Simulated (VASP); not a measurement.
Consider the following.

```
CaRbH3
1.0
    4.50603     0.00000     0.00000
    0.00000     4.50603     0.00000
    0.00000     0.00000     4.50603
Rb Ca H
1 1 3
Direct
  0.00000   0.00000   0.00000
  0.50000   0.50000   0.50000
  0.50000   0.00000   0.50000
  0.00000   0.50000   0.50000
  0.50000   0.50000   0.00000
```

Level of theory: r2SCAN meta-GGA, VASP's PBE PAW potentials (set 64) (plane waves; VASP 6.6.1). Settings: 400 eV cut-off, 6×6×6 Γ-centred mesh, Gaussian smearing of 0.010 eV, potentials Rb_sv Ca_sv H.

Problem. What does the run give for the energy per atom (σ→0), band gap (on the k-mesh) with the smallest direct gap where there is one?

Solution. 
The band gap (on the k-mesh) comes out as 3.76 eV, the smallest direct gap (on the k-mesh) comes out as 3.76 eV and the energy per atom (σ→0) is -6.756 eV/atom.

The absolute energy has meaning only against runs of the same code, potentials and settings.

The structure comes from a computed database's RbCaH3 entry (Pm-3m); how it stands against other phases isn't given here. It was relaxed first.
